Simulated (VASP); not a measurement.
Method: PBEsol GGA, VASP's PBE PAW potentials (set 64) (plane waves; VASP).

VASP ran on this input.

### INCAR
```
SYSTEM = HfB2
PREC = Accurate
ENCUT = 600
EDIFF = 1E-7
NELM = 100
ALGO = Normal
LREAL = .FALSE.
LASPH = .TRUE.
ISMEAR = 1
SIGMA = 0.1
GGA = PS
LMAXMIX = 6
LWAVE = .FALSE.
LCHARG = .FALSE.
ISIF = 2
```

POSCAR:
```
HfB2
1
    1.5622870174    -2.7059607188     0.0000000000
    1.5622870174     2.7059607188    -0.0000000000
    0.0000000000     0.0000000000     3.4543800327
Hf B
1 2
Direct
  0.0000000000   0.0000000000   0.0000000000
  0.3194747057   0.6805252943   0.5000000000
  0.6666670000   0.3333330000   0.5000000000
```

**KPOINTS**
```
Automatic
0
G
 10 10 8
0 0 0
```

POTCAR, in this order: Hf_pv B (PBE.64 set). Program: vasp_std.

The resulting files:

File OUTCAR:
```
 ion  position               nearest neighbor table
   1  0.000  0.000  0.000-   2 2.44   2 2.44   3 2.50   3 2.50   3 2.50   3 2.50   3 2.50   3 2.50
                             2 2.53   2 2.53   2 2.53   2 2.53
   2  0.319  0.681  0.500-   3 1.77   3 1.77   3 1.88   1 2.44   1 2.44   1 2.53   1 2.53   1 2.53
                             1 2.53
   3  0.667  0.333  0.500-   2 1.77   2 1.77   2 1.88   1 2.50   1 2.50   1 2.50   1 2.50   1 2.50
                             1 2.50
  LATTYP: Found a hexagonal cell.
 ALAT       =     3.1245742328
 C/A-ratio  =     1.1055522370
 Subroutine PRICEL returns:
 Original cell was already a primitive cell.
 Subroutine GETGRP returns: Found  4 space group operations
The static configuration has the point symmetry C_2v.
The dynamic configuration has the point symmetry C_2v.
 Subroutine INISYM returns: Found  4 space group operations
 Subroutine IBZKPT returns following result:
 Found    155 irreducible k-points:

 Following reciprocal coordinates:
            Coordinates               Weight
  0.000000  0.000000  0.000000      1.000000
  0.100000  0.000000  0.000000      4.000000
 -0.100000  0.100000  0.000000      2.000000
  0.200000  0.000000  0.000000      4.000000
 -0.200000  0.200000  0.000000      2.000000
  0.300000  0.000000  0.000000      4.000000
 -0.300000  0.300000  0.000000      2.000000
  0.400000  0.000000  0.000000      4.000000
 -0.400000  0.400000  0.000000      2.000000
  0.500000  0.000000  0.000000      2.000000
  0.500000  0.500000  0.000000      1.000000
  0.100000  0.100000  0.000000      2.000000
 -0.100000  0.200000  0.000000      4.000000
  0.200000  0.100000  0.000000      4.000000
 -0.100000  0.300000  0.000000      4.000000
 -0.300000  0.200000  0.000000      4.000000
  0.300000  0.100000  0.000000      4.000000
 -0.100000  0.400000  0.000000      4.000000
 -0.400000  0.300000  0.000000      4.000000
  0.400000  0.100000  0.000000      4.000000
 -0.100000  0.500000  0.000000      4.000000
  0.500000  0.400000  0.000000      4.000000
  0.200000  0.200000  0.000000      2.000000
 -0.200000  0.400000  0.000000      4.000000
  0.300000  0.200000  0.000000      4.000000
 -0.200000  0.500000  0.000000      4.000000
  0.500000  0.300000  0.000000      4.000000
  0.400000  0.200000  0.000000      4.000000
  0.400000  0.400000  0.000000      2.000000
  0.300000  0.300000  0.000000      2.000000
 -0.300000 -0.400000  0.000000      4.000000
  0.000000  0.000000  0.125000      2.000000
  0.100000  0.000000  0.125000      8.000000
 -0.100000  0.100000  0.125000      4.000000
  0.200000  0.000000  0.125000      8.000000
 -0.200000  0.200000  0.125000      4.000000
  0.300000  0.000000  0.125000      8.000000
 -0.300000  0.300000  0.125000      4.000000
  0.400000  0.000000  0.125000      8.000000
 -0.400000  0.400000  0.125000      4.000000
   k-points           NKPTS =    155   k-points in BZ     NKDIM =    155   number of bands    NBANDS=     12
   number of dos      NEDOS =    301   number of ions     NIONS =      3
   total plane-waves  NPLWV =  21952
   dimension x,y,z NGX =    28 NGY =   28 NGZ =   28
   dimension x,y,z NGXF=    56 NGYF=   56 NGZF=   56
   ions per type =               1   2
   PREC   = accura    normal or accurate (medium, high low for compatibility)
   ISTART =      0    job   : 0-new  1-cont  2-samecut
   ICHARG =      2    charge: 1-file 2-atom 10-const
   ISPIN  =      1    spin polarized calculation?
   LNONCOLLINEAR =      F non collinear calculations
   LSORBIT =      F    spin-orbit coupling
   INIWAV =      1    electr: 0-lowe 1-rand  2-diag
   ENCUT  =  600.0 eV  44.10 Ry    6.64 a.u.   6.24  6.24  6.90*2*pi/ulx,y,z
...
```

### OSZICAR
```
       N       E                     dE             d eps       ncg     rms          rms(c)
DAV:   1     0.324927694951E+02    0.32493E+02   -0.92197E+03  3720   0.143E+03
DAV:   2    -0.281557699742E+02   -0.60649E+02   -0.56963E+02  4664   0.260E+02
DAV:   3    -0.300456589931E+02   -0.18899E+01   -0.18681E+01  4904   0.347E+01
DAV:   4    -0.300591229113E+02   -0.13464E-01   -0.13450E-01  4488   0.325E+00
DAV:   5    -0.300592537747E+02   -0.13086E-03   -0.13083E-03  4792   0.264E-01    0.552E+01
DAV:   6    -0.279359223784E+02    0.21233E+01   -0.48365E+00  4520   0.146E+01    0.399E+01
DAV:   7    -0.278944504733E+02    0.41472E-01   -0.16351E+00  4720   0.889E+00    0.110E+01
DAV:   8    -0.278228588586E+02    0.71592E-01   -0.48335E-01  4444   0.494E+00    0.177E+00
DAV:   9    -0.278186149186E+02    0.42439E-02   -0.32746E-02  4412   0.143E+00    0.289E-01
DAV:  10    -0.278185393774E+02    0.75541E-04   -0.88463E-04  4548   0.262E-01    0.350E-01
DAV:  11    -0.278185375975E+02    0.17799E-05   -0.11604E-04  4556   0.837E-02    0.180E-01
DAV:  12    -0.278185335774E+02    0.40201E-05   -0.11743E-05  4556   0.291E-02    0.250E-02
DAV:  13    -0.278185337270E+02   -0.14954E-06   -0.43953E-07  4512   0.649E-03    0.546E-03
DAV:  14    -0.278185337303E+02   -0.33235E-08   -0.59992E-09  2656   0.727E-04
   1 F= -.27818534E+02 E0= -.27818608E+02  d E =0.223319E-03
```

### OUTCAR
```
------------------------ aborting loop because EDIFF is reached ----------------------------------------
  FORCE on cell =-STRESS in cart. coord.  units (eV):
  Direction    XX          YY          ZZ          XY          YZ          ZX
  --------------------------------------------------------------------------------------
  Total        0.0681538      0.2164641     -0.0218673      0.0000000      0.0000000      0.0000000
  in kB        3.7386790     11.8744628     -1.1995640      0.0000000      0.0000000      0.0000000
  external PRESSURE =       4.8045259 kB  Pullay stress =       0.0000000 kB
  volume of cell :       29.21
      direct lattice vectors                 reciprocal lattice vectors
     1.562287017 -2.705960719  0.000000000     0.320043625 -0.184777257  0.000000000
     1.562287017  2.705960719  0.000000000     0.320043625  0.184777257  0.000000000
     0.000000000  0.000000000  3.454380033     0.000000000  0.000000000  0.289487546
 POSITION                                       TOTAL-FORCE (eV/Angst)
 -----------------------------------------------------------------------------------
      0.00000      0.00000      0.00000         0.000000      0.565358      0.000000
      1.56229      0.97699      1.72719         0.000000     -1.218003      0.000000
      1.56229     -0.90199      1.72719         0.000000      0.652645      0.000000
 -----------------------------------------------------------------------------------
    total drift:                               -0.000000     -0.000005      0.000000
  FREE ENERGIE OF THE ION-ELECTRON SYSTEM (eV)
  ---------------------------------------------------
  free  energy   TOTEN  =       -27.8185337303 eV

  energy  without entropy=      -27.8187570497  energy(sigma->0) =      -27.81860817
```
(Selected blocks of OUTCAR.)

The compound is HfB2 in the AlB2 type structure. This cell was strained or had an atom moved on purpose.
